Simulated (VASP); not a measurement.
VASP input:

### INCAR
```
# general
SYSTEM  = HgSe
PREC    = Accurate
ENCUT   = 480   # plane-wave cut-off (eV)
LREAL   = .FALSE.
LASPH   = .TRUE.

# electronic loop
EDIFF   = 1E-6   # SCF stop (eV)
NELM    = 100
ALGO    = Normal
LMAXMIX = 6   # l cut-off of mixed one-centre charges

# smearing
ISMEAR  = 0
SIGMA   = 0.05   # width (eV)

# functional
GGA     = PS

# ions
IBRION  = 2
NSW     = 60   # most ionic steps
ISIF    = 3   # ions, shape and volume
EDIFFG  = -0.01

# output
LWAVE   = .FALSE.
LCHARG  = .FALSE.
```

### KPOINTS
```
K-points
0
G
7 7 7
0 0 0
```

File POSCAR:
```
HgSe
1
    0.0000000000     3.0400000000     3.0400000000
    3.0400000000     0.0000000000     3.0400000000
    3.0400000000     3.0400000000     0.0000000000
Hg Se
1 1
Direct
  0.0000000000   0.0000000000   0.0000000000
  0.7500000000   0.7500000000   0.7500000000
```

POTCAR, in this order: Hg Se (PBE.64 set). Program: vasp_std.

Problem. Write an equivalent input for Quantum ESPRESSO's pw.x.

Solution. One equivalent input (not run):
```
&CONTROL
  calculation = 'vc-relax'
  pseudo_dir = './pseudo'
  outdir = './out'
  tprnfor = .true.
  tstress = .true.
  nstep = 60
  forc_conv_thr = 0.00039
/
&SYSTEM
  ibrav = 0
  nat = 2
  ntyp = 2
  ecutwfc = 86
  occupations = 'smearing'
  smearing = 'gaussian'
  degauss = 0.003675
  input_dft = 'pbesol'
/
&ELECTRONS
  conv_thr = 7.3e-08
  electron_maxstep = 100
/
&IONS
/
&CELL
/
ATOMIC_SPECIES
  Hg 200.592 Hg.upf
  Se 78.971 Se.upf
CELL_PARAMETERS angstrom
     0.0000000    3.0400000    3.0400000
     3.0400000    0.0000000    3.0400000
     3.0400000    3.0400000    0.0000000
ATOMIC_POSITIONS crystal
  Hg   0.0000000  0.0000000  0.0000000
  Se   0.7500000  0.7500000  0.7500000
K_POINTS automatic
  7 7 7 0 0 0
```
The two are equivalent in intent, not identical: the potentials are each code's own (VASP's PAW set, PseudoDojo norm-conserving files in pw.x), so ENCUT and ecutwfc are chosen apart and not converted; conv_thr bounds pw.x's estimated SCF error, while EDIFF bounds the energy change between steps; forc_conv_thr acts on force components and is met together with etot_conv_thr.

The compound is HgSe in the zinc blende structure. This run relaxes it. Symmetry was kept, so distortions that lower it aren't found.
